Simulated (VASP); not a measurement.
Consider the following.

```
Bi2Te3
1.0
    2.19750     1.26873    10.14667
   -2.19750     1.26873    10.14667
    0.00000    -2.53745    10.14667
Bi Te
2 3
Direct
  0.40046   0.40046   0.40046
  0.59954   0.59954   0.59954
  0.00000   0.00000   0.00000
  0.79030   0.79030   0.79030
  0.20970   0.20970   0.20970
```

The numbers are results of PBE GGA, VASP's PBE PAW potentials (set 64) (plane waves; VASP), not measurements. Numerical set-up: 300 eV cut-off, 4×4×4 Γ-centred mesh, Fermi-Dirac smearing of 0.10 eV, potentials Bi_d Te.

At this cut-off the stress carries a Pulay error, which pulls relaxed volumes low. Unless said otherwise, spin-orbit coupling is left out, though it shifts the bands of the heavy elements here.

### Question
Estimate the energy per atom (σ→0), pressure, largest force, band gap (on the k-mesh) with the smallest direct gap where there is one.

### Answer

```json
{
 "band gap (on the k-mesh)": "0.27 eV",
 "smallest direct gap (on the k-mesh)": "0.27 eV",
 "energy per atom (σ→0)": "-3.667 eV/atom",
 "pressure": "1.67 GPa",
 "largest_force": "0.00552 Ry/bohr"
}
```

The structure comes from a measured Bi2Te3 entry of the Crystallography Open Database, whose conditions weren't checked. The cell was not relaxed at this level.
